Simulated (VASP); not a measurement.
A run of VASP 6.6.1:

Contents of INCAR:

```
SYSTEM = NiAuS2
ALGO = Normal ; EDIFF = 1E-6
ENCUT = 520 ; GGA = PE
ISIF = 2 ; ISMEAR = -1
LASPH = .True. ; LCHARG = .True.
LELF = .True. ; LREAL = .False.
LVHAR = .True. ; LWAVE = .False.
NBANDS = 43 ; NELM = 100
PREC = Accurate ; SIGMA = 0.0926
```

The input KPOINTS:

```
k-points
0
Gamma
  4 4 4
  0 0 0
```

POSCAR

```
NiAuS2
1.0
    0.0000000000      5.5670841300      0.0000000000
    5.5670841300      0.0000000000      0.0000000000
    2.7835420700      2.7835420700     -4.9802860800
Au Ni S
2 2 4
Direct
    0.0000000000      0.0000000000      0.0000000000
    0.7500000000      0.2500000000      0.5000000000
    0.5000000000      0.5000000000      0.0000000000
    0.2500000000      0.7500000000      0.5000000000
    0.3750000000      0.4290000000      0.7500000000
    0.5710000000      0.1250000000      0.2500000000
    0.8750000000      0.8210000000      0.7500000000
    0.1790000000      0.6250000000      0.2500000000
```

Potentials or basis: VASP PAW PBE potentials, release 64 (Au, Ni, S).

Command:

```sh
$ cat potpaw_PBE.64/Au/POTCAR potpaw_PBE.64/Ni/POTCAR potpaw_PBE.64/S/POTCAR > POTCAR
$ mpirun -np 1 vasp_std > vasp.out
```

Hardware: 1 thread of Intel(R) Xeon(R) Platinum 8488C (Sapphire Rapids), on a shared host.

Question: How long does it take, and how much memory?

Answer: Run time: 100 s on 1 thread of Intel(R) Xeon(R) Platinum 8488C (Sapphire Rapids) (shared host), peak memory 0.31 GiB. Counts: scf iterations 16, k points 13.
